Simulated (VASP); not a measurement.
All values below come from PBE GGA, VASP's PBE PAW potentials (set 64) (plane waves; VASP).

Input for VASP

INCAR:
```
! general
SYSTEM  = LaP
PREC    = Accurate
ENCUT   = 400
LREAL   = F
LASPH   = T

! electronic loop
EDIFF   = 1E-6
NELM    = 100
ALGO    = Normal
LMAXMIX = 6

! smearing
ISMEAR  = 1
SIGMA   = 0.1

! functional
GGA     = PE

! ions
IBRION  = 2
NSW     = 60
ISIF    = 3
EDIFFG  = -0.01

! output
LWAVE   = F
LCHARG  = F
```

POSCAR:
```
LaP
1
    3.6401255047     0.0000000000    -0.0000000000
   -0.0000000000     3.6401255047    -0.0000000000
   -0.0000000000    -0.0000000000     3.6401255047
La P
1 1
Direct
  1.0000000000   1.0000000000   0.0000000000
  0.5000000000   0.5000000000   0.5000000000
```

KPOINTS:
```
Automatic mesh
0
Gamma
9 9 9
0 0 0
```

POTCAR, in this order: La P (PBE.64 set). Program: vasp_std.

What VASP printed:

### OSZICAR
```
       N       E                     dE             d eps       ncg     rms          rms(c)
DAV:   1     0.122979947624E+03    0.12298E+03   -0.49429E+03   840   0.144E+03
DAV:   2    -0.171639727279E+01   -0.12470E+03   -0.12152E+03  1136   0.241E+02
DAV:   3    -0.123277685201E+02   -0.10611E+02   -0.10423E+02  1240   0.996E+01
DAV:   4    -0.129104483405E+02   -0.58268E+00   -0.55777E+00  1492   0.185E+01
DAV:   5    -0.129473793390E+02   -0.36931E-01   -0.36808E-01  1416   0.463E+00    0.415E+00
DAV:   6    -0.126881807539E+02    0.25920E+00   -0.13160E+00  1496   0.718E+00    0.271E+00
DAV:   7    -0.126820842737E+02    0.60965E-02   -0.54422E-02  1416   0.275E+00    0.143E+00
DAV:   8    -0.126884789509E+02   -0.63947E-02   -0.38562E-02  1140   0.200E+00    0.295E-01
DAV:   9    -0.126898319520E+02   -0.13530E-02   -0.95930E-03  1640   0.122E+00    0.140E-01
DAV:  10    -0.126897430252E+02    0.88927E-04   -0.10878E-03  1540   0.259E-01    0.534E-02
DAV:  11    -0.126897494932E+02   -0.64680E-05   -0.10272E-04  1548   0.100E-01    0.181E-02
DAV:  12    -0.126897486307E+02    0.86245E-06   -0.16220E-05  1396   0.519E-02    0.507E-03
DAV:  13    -0.126897484128E+02    0.21794E-06   -0.75036E-07   860   0.868E-03
   1 F= -.12689748E+02 E0= -.12689862E+02  d E =-.126897E+02
       N       E                     dE             d eps       ncg     rms          rms(c)
DAV:   1    -0.126899702428E+02   -0.22161E-03   -0.70345E-03  1120   0.961E-01    0.753E-02
DAV:   2    -0.126897991879E+02    0.17105E-03   -0.61282E-04  1472   0.392E-01    0.360E-02
DAV:   3    -0.126897539473E+02    0.45241E-04   -0.24401E-04  1368   0.190E-01    0.988E-03
DAV:   4    -0.126897540168E+02   -0.69439E-07   -0.26689E-05  1428   0.644E-02    0.523E-03
DAV:   5    -0.126897547190E+02   -0.70224E-06   -0.61900E-06  1380   0.293E-02
   2 F= -.12689755E+02 E0= -.12689881E+02  d E =-.630622E-05
       N       E                     dE             d eps       ncg     rms          rms(c)
DAV:   1    -0.126897990780E+02   -0.45061E-04   -0.10945E-03  1120   0.372E-01    0.319E-02
DAV:   2    -0.126897694330E+02    0.29645E-04   -0.10906E-04  1448   0.169E-01    0.151E-02
DAV:   3    -0.126897623392E+02    0.70938E-05   -0.33803E-05  1368   0.709E-02    0.286E-03
DAV:   4    -0.126897617683E+02    0.57094E-06   -0.31403E-06  1292   0.204E-02
   3 F= -.12689762E+02 E0= -.12689883E+02  d E =-.133555E-04
```

**OUTCAR**
```
------------------------ aborting loop because EDIFF is reached ----------------------------------------
  FORCE on cell =-STRESS in cart. coord.  units (eV):
  Direction    XX          YY          ZZ          XY          YZ          ZX
  --------------------------------------------------------------------------------------
  Total        0.0043988      0.0043988      0.0043988      0.0000000      0.0000000      0.0000000
  in kB        0.1462708      0.1462708      0.1462708      0.0000000      0.0000000      0.0000000
  external PRESSURE =       0.1462708 kB  Pullay stress =       0.0000000 kB
  volume of cell :       48.18
      direct lattice vectors                 reciprocal lattice vectors
     3.638833443  0.000000000  0.000000000     0.274813348  0.000000000 -0.000000000
     0.000000000  3.638833443  0.000000000    -0.000000000  0.274813348  0.000000000
     0.000000000  0.000000000  3.638833443    -0.000000000  0.000000000  0.274813348
 POSITION                                       TOTAL-FORCE (eV/Angst)
 -----------------------------------------------------------------------------------
      0.00000      0.00000      0.00000         0.000000      0.000000      0.000000
      1.81942      1.81942      1.81942        -0.000000      0.000000      0.000000
 -----------------------------------------------------------------------------------
    total drift:                               -0.000000      0.000000     -0.000000
  FREE ENERGIE OF THE ION-ELECTRON SYSTEM (eV)
  ---------------------------------------------------
  free  energy   TOTEN  =       -12.6897617683 eV

  energy  without entropy=      -12.6901249660  energy(sigma->0) =      -12.68988283

 reached required accuracy - stopping structural energy minimisation
```
(Selected blocks of OUTCAR.)

### CONTCAR
```
LaP
   1.00000000000000
     3.6388334432443954    0.0000000000000000    0.0000000000000000
     0.0000000000000000    3.6388334432443954    0.0000000000000000
     0.0000000000000000    0.0000000000000000    3.6388334432443954
  La              P
     1     1
Direct
     0.0000000000000000    0.0000000000000000    0.0000000000000000
     0.5000000000000000    0.5000000000000000    0.5000000000000000
```

The structure was generated: LaP was put into the CsCl type type (Pm-3m), which need not be its known phase. This run relaxes it. Symmetry was kept, so distortions that lower it aren't found. The start is the result of an earlier pass.
